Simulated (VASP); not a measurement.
Ga:

```
CELL_PARAMETERS angstrom
2.26150 -3.83050 0.00000
2.26150 3.83050 0.00000
0.00000 0.00000 4.52400
ATOMIC_POSITIONS crystal
Ga 0.84510 0.15490 0.08100
Ga 0.65490 0.34510 0.58100
Ga 0.15490 0.84510 0.91900
Ga 0.34510 0.65490 0.41900
```

| Property | Result |
| --- | --- |
| Program | VASP 6.6.1 |
| Task | relaxation of cell and atoms |
| Functional | PBE |
| Potentials or basis | VASP PAW PBE potentials, release 64 (Ga_d) |
| Cutoff | 520 eV |
| k mesh | 9 × 9 × 8 |
| Occupations | gaussian, width 0.1 eV |
| Spin | no spin polarisation |

At the start: pressure 2.0 GPa; volume 19.59 Å³/atom.

Problem. Where does the relaxation end?

Solution. Over 27 steps the energy falls by 5.8 meV/atom and the volume is 20.39 Å³/atom (+4.1 %); space group Cmce (No. 64, to 0.05 Å).

Step by step:
| step | energy change (eV) | largest force (eV/Å) | pressure (GPa) | volume (Å³) |
| --- | --- | --- | --- | --- |
| 1 | 0.0000 | 0.1074 | 2.01 | 78.38 |
| 2 | -0.0198 | 0.0353 | 0.23 | 81.21 |
| 3 | -0.0196 | 0.0228 | -0.22 | 81.82 |
| 4 | -0.0199 | 0.0287 | -0.09 | 81.54 |
| 5 | -0.0199 | 0.0327 | 0.01 | 81.44 |
| 6 | -0.0209 | 0.0260 | -0.17 | 81.49 |
| 7 | -0.0221 | 0.0215 | -0.22 | 81.57 |
| 8 | -0.0225 | 0.0220 | -0.06 | 81.72 |
| 9 | -0.0227 | 0.0211 | 0.05 | 81.66 |
| 10 | -0.0227 | 0.0208 | 0.02 | 81.68 |
| 11 | -0.0229 | 0.0272 | -0.26 | 81.78 |
| 12 | -0.0230 | 0.0200 | -0.19 | 81.75 |
| 13 | -0.0229 | 0.0347 | 0.16 | 81.35 |
| 14 | -0.0231 | 0.0258 | 0.03 | 81.58 |
| 15 | -0.0231 | 0.0254 | -0.02 | 81.60 |
| 16 | -0.0231 | 0.0248 | 0.00 | 81.59 |
| 17 | -0.0232 | 0.0119 | 0.04 | 81.56 |
| 18 | -0.0232 | 0.0108 | 0.03 | 81.55 |
| 19 | -0.0232 | 0.0172 | 0.05 | 81.52 |
| 20 | -0.0233 | 0.0127 | -0.02 | 81.54 |
| 21 | -0.0233 | 0.0155 | 0.03 | 81.53 |
| 22 | -0.0233 | 0.0121 | 0.05 | 81.56 |
| 23 | -0.0233 | 0.0105 | 0.01 | 81.58 |
| 24 | -0.0233 | 0.0114 | 0.01 | 81.57 |
| 25 | -0.0233 | 0.0049 | -0.05 | 81.59 |
| 26 | -0.0233 | 0.0037 | -0.03 | 81.60 |
| 27 | -0.0234 | 0.0041 | -0.01 | 81.56 |

Final structure:
```
Ga
1.0
     2.32262   -3.86679    0.00000
     2.32262    3.86679    0.00000
     0.00000    0.00000    4.54071
Ga
4
Direct
  0.84367 0.15633 0.08330
  0.65633 0.34367 0.58330
  0.15633 0.84367 0.91670
  0.34367 0.65633 0.41670
```
